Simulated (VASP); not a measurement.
TiCo (CsCl type) is relaxed at rising pressure, each step from the one before. Symmetry mostly holds the structure type, and other phases were not tried. The mesh follows the cell, and a change of mesh leaves a small step in the series.

Here is the system:

Space group Pm-3m (No. 221); a = 2.9296 Å, b = 2.9296 Å, c = 2.9296 Å, α = 90.00°, β = 90.00°, γ = 90.00°

```tsv
atom	site	symmetry	x	y	z
Ti	1a	m-3m	0.0000	0.0000	0.0000
Co	1b	m-3m	0.5000	0.5000	0.5000
```

Computed with PBEsol GGA, VASP's PBE PAW potentials (set 64) (plane waves; VASP 6.6.1). Settings: 500 eV cut-off, 12×12×12 Γ-centred mesh, first-order Methfessel-Paxton smearing of 0.10 eV, potentials Ti_sv Co.

| P (GPa) | V (Å³/atom) | H − H(0) (eV/atom) | space group | gap on the mesh (eV) | k-mesh |
|---|---|---|---|---|---|
| 0 | 12.57 | 0.000 | Pm-3m | 0.00 | 12×12×12 |
| 5 | ___ | ___ | Pm-3m | 0.00 | 13×13×13 |
| 10 | 12.01 | 0.764 | Pm-3m | 0.00 | 13×13×13 |
| 20 | ___ | ___ | Pm-3m | 0.00 | 13×13×13 |
| 30 | 11.15 | 2.207 | Pm-3m | 0.00 | 13×13×13 |
| 45 | 10.67 | 3.228 | Pm-3m | 0.00 | 13×13×13 |

**Question.** Some entries are withheld; supply them.

**Answer.** 
- 5, V (Å³/atom): 12.27
- 5, H − H(0) (eV/atom): 0.385
- 20, V (Å³/atom): 11.54
- 20, H − H(0) (eV/atom): 1.499

Pressures at which the relaxation failed are left out.

The compound is TiCo in the CsCl type structure. The run is not spin-polarised, so no magnetic state was tried. The electron count is odd and the run is not spin-polarised, which forces a metal.
